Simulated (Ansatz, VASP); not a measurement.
# NbAgSe2O7: VASP beside Ansatz

Contents of INCAR:

```
  ALGO = Normal
  EDIFF = 1E-8
  ENCUT = 520
  GGA = PE
  ISIF = 2
  ISMEAR = -1
  LASPH = T
  LCHARG = F
  LEFG = T
  LREAL = Auto
  LWAVE = F
  NBANDS = 95
  NELM = 100
  PREC = Accurate
  SIGMA = 0.02
```

The input KPOINTS:

```
k-points
0
Gamma
  4 4 3
```

POSCAR

```
NbAgSe2O7
1.0
    5.4065000000     -3.8960000000      0.0000000000
    5.4065000000      3.8960000000      0.0000000000
    0.0000000000      0.0000000000      7.3630000000
Nb Ag Se O
2 2 4 14
Direct
    0.0000000000      0.0000000000      0.5000000000
    0.0000000000      0.0000000000      0.0000000000
    0.5000000000      0.5000000000      0.0000000000
    0.5000000000      0.5000000000      0.5000000000
    0.5240530100      0.0533963506      0.2500000000
    0.4759469900      0.9466036494      0.7500000000
    0.0533963506      0.5240530100      0.7500000000
    0.9466036494      0.4759469900      0.2703721309
    0.3939070772      0.3152791572      0.2500000000
    0.6060929228      0.6847208428      0.7500000000
    0.3152791572      0.3939070772      0.7500000000
    0.6847208428      0.6060929228      0.2500000000
    0.6976266676      0.0398343613      0.4352599855
    0.3023733324      0.9601656387      0.9352599855
    0.0398343613      0.6976266676      0.5647400145
    0.9601656387      0.3023733324      0.0647400145
    0.3023733324      0.9601656387      0.5647400145
    0.6976266676      0.0398343613      0.0647400145
    0.9601656387      0.3023733324      0.4352599855
    0.0398343613      0.6976266676      0.9352599855
    0.9201964471      0.0798035529      0.7500000000
    0.0798035529      0.9201964471      0.2500000000
```

Input for Ansatz:

```yaml
crystal:
  lattice:
    - [5.4065, -3.896, 0.0]
    - [5.4065, 3.896, 0.0]
    - [0.0, 0.0, 7.363]
  atoms:
    - { symbol: Nb, position: [0.0, 0.0, 0.5] }
    - { symbol: Nb, position: [0.0, 0.0, 0.0] }
    - { symbol: Ag, position: [0.5, 0.5, 0.0] }
    - { symbol: Ag, position: [0.5, 0.5, 0.5] }
    - { symbol: Se, position: [0.52405301, 0.0533963506, 0.25] }
    - { symbol: Se, position: [0.47594699, 0.9466036494, 0.75] }
    - { symbol: Se, position: [0.0533963506, 0.52405301, 0.75] }
    - { symbol: Se, position: [0.9466036494, 0.47594699, 0.2703721309] }
    - { symbol: O, position: [0.3939070772, 0.3152791572, 0.25] }
    - { symbol: O, position: [0.6060929228, 0.6847208428, 0.75] }
    - { symbol: O, position: [0.3152791572, 0.3939070772, 0.75] }
    - { symbol: O, position: [0.6847208428, 0.6060929228, 0.25] }
    - { symbol: O, position: [0.6976266676, 0.0398343613, 0.4352599855] }
    - { symbol: O, position: [0.3023733324, 0.9601656387, 0.9352599855] }
    - { symbol: O, position: [0.0398343613, 0.6976266676, 0.5647400145] }
    - { symbol: O, position: [0.9601656387, 0.3023733324, 0.0647400145] }
    - { symbol: O, position: [0.3023733324, 0.9601656387, 0.5647400145] }
    - { symbol: O, position: [0.6976266676, 0.0398343613, 0.0647400145] }
    - { symbol: O, position: [0.9601656387, 0.3023733324, 0.4352599855] }
    - { symbol: O, position: [0.0398343613, 0.6976266676, 0.9352599855] }
    - { symbol: O, position: [0.9201964471, 0.0798035529, 0.75] }
    - { symbol: O, position: [0.0798035529, 0.9201964471, 0.25] }
kpoints:
  mp_grid: { grid: [4, 4, 3] }
scf:
  occupations: { method: fermi_dirac, width: 0.02 }
hamiltonian:
  xc: pbe
  pseudopotentials: { kind: paw }
output:
  forces: true
  stress: true
  populations: true
  efg:
    quadrupole_moments_barn: { Nb: -0.32, O: -0.02558 }
    contact_densities: true
```

Alike in both runs: task electric field gradients; functional PBE; k mesh 4 × 4 × 3; occupations fermi-dirac, width 0.02 eV; no spin polarisation.

```csv
,VASP,Ansatz
version,VASP 6.6.1,Ansatz 0.2.0
potentials or method,"VASP PAW PBE potentials, release 64 (Nb_sv, Ag, Se, O)","plane-wave PAW, scalar-relativistic"
plane-wave cutoff (eV),520,420
valence electrons in the cell,156,212
```

```csv
,VASP,Ansatz,Ansatz less VASP
gap on the k mesh at the Fermi level (eV),1.55,1.56,+0.010
pressure (GPa),3.0,2.6,-0.37
largest component of the traceless stress (GPa),1.61,1.56,-0.047
rms of the force components (eV/Å),0.591,0.556,-0.0345
Vzz of the field gradient on the site that differs most (V/Å²),-332.4,-343.7,-11.25
```

Atom by atom the forces differ by 0.109 eV/Å (rms over components). The functional is the same, so the differences come from potentials, cutoffs and numerics. The two sets of potentials don't hold the same shells in valence. Ansatz warned: «gradients_without_spin_orbit».

Caveats: an odd mesh through Γ misses points on the zone boundary, where band edges often lie; forces of over 1 eV/Å show positions far from the minimum, so gaps and moduli don't describe the material at rest.
